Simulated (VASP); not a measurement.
Energy against volume of Ta (bcc). All values below come from revPBE GGA, VASP's PBE PAW potentials (set 64) (plane waves; VASP). Settings: 520 eV cut-off, 15×15×15 Γ-centred mesh, first-order Methfessel-Paxton smearing of 0.10 eV, potentials Ta_pv.

```json
[
 {"V (Å³/atom)": "17.396", "E (eV/atom)": "-11.36852"},
 {"V (Å³/atom)": "17.952", "E (eV/atom)": "-11.40127"},
 {"V (Å³/atom)": "18.507", "E (eV/atom)": "-11.41136"},
 {"V (Å³/atom)": "19.062", "E (eV/atom)": "-11.40212"}
]
```

**Question.** Fit these four points and predict the energy of the run at 19.617 Å³/atom.

**Answer.** A cubic in V^(−2/3), the third-order Birch-Murnaghan form, passes through the four points with V0 = 18.50 Å³/atom and B0 = 186 GPa, and gives -11.3763 eV/atom there. The run gave -11.3759 eV/atom, +0.4 meV/atom from the fit; all five points give B0 = 187 GPa.

The compound is Ta in the bcc structure. It was relaxed first.
